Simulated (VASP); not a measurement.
Data:

```
CELL_PARAMETERS angstrom
     -1.57157     1.57157     1.57157
      1.57157    -1.57157     1.57157
      1.57157     1.57157    -1.57157
ATOMIC_POSITIONS crystal
  Mo 0.00000 0.00000 0.00000
```

Calculation: PBE GGA, VASP's PBE PAW potentials (set 64) (plane waves; VASP). Numerical set-up: 500 eV cut-off, 16×16×16 Γ-centred mesh, first-order Methfessel-Paxton smearing of 0.10 eV, potentials Mo_sv.

Question: The ions, cell shape and volume at an external pressure of 10.0 GPa are relaxed. Predict the relaxed structure.

Answer: 
```
CELL_PARAMETERS angstrom
     -1.56265     1.56265     1.56265
      1.56265    -1.56265     1.56265
      1.56265     1.56265    -1.56265
ATOMIC_POSITIONS crystal
  Mo 0.00000 0.00000 0.00000
```
Space group Im-3m (229), at a tolerance of 0.03 Å.

Question: How do energy and volume change from the first to the last step?

Answer: The energy (σ→0) changes by +12.1 meV/atom and the volume by -1.7 %, in 3 ionic steps.

```
step  E(σ→0) (eV)  max force (eV/Å)  pressure (GPa)  volume (Å³)
----  -----------  ----------------  --------------  -----------
1        -10.9361             0.000            4.90        15.53
2        -10.8277             0.000           28.47        14.44
3        -10.9240             0.000            9.87        15.26
```

The compound is Mo in the bcc structure. This run relaxes it under an external pressure of 10 GPa. Symmetry was kept, so distortions that lower it aren't found.
